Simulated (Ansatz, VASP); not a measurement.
## ZnRe2: VASP beside Ansatz

```
Zn Re
1.0
     0.00000    2.87661    2.87661
     2.87661    0.00000    2.87661
     2.87661    2.87661    0.00000
Zn Re
1 2
Direct
  0.00000 0.00000 0.00000
  0.75000 0.75000 0.75000
  0.25000 0.25000 0.25000
```

Change from the starting cell: species swapped into the Ga2Pt type (Fm-3m, No. 225).

Alike in both runs: task single point; functional PBE; k mesh 6 × 6 × 6; occupations gaussian, width 0.1 eV; no spin polarisation.

|  | VASP | Ansatz |
| --- | --- | --- |
| version | VASP 6.6.1 | Ansatz 0.2.0 |
| potentials or method | VASP PAW PBE potentials, release 64 (Zn, Re) | scalar-relativistic, plane waves, PAW |
| plane-wave cutoff (eV) | 520 | 420 |
| valence electrons in the cell | 26 | 42 |

|  | VASP | Ansatz | Ansatz less VASP |
| --- | --- | --- | --- |
| gap on the k mesh at the Fermi level (eV) | none | none | - |
| pressure (GPa) | 4.9 | 4.6 | -0.35 |

A gap of «none» marks a metal or a gap that the smearing closes. With one functional, cell and mesh, what is left measures potentials, basis and numerics. The two sets of potentials don't hold the same shells in valence.

The runs have no spin-orbit coupling, so splittings on Re are missing.
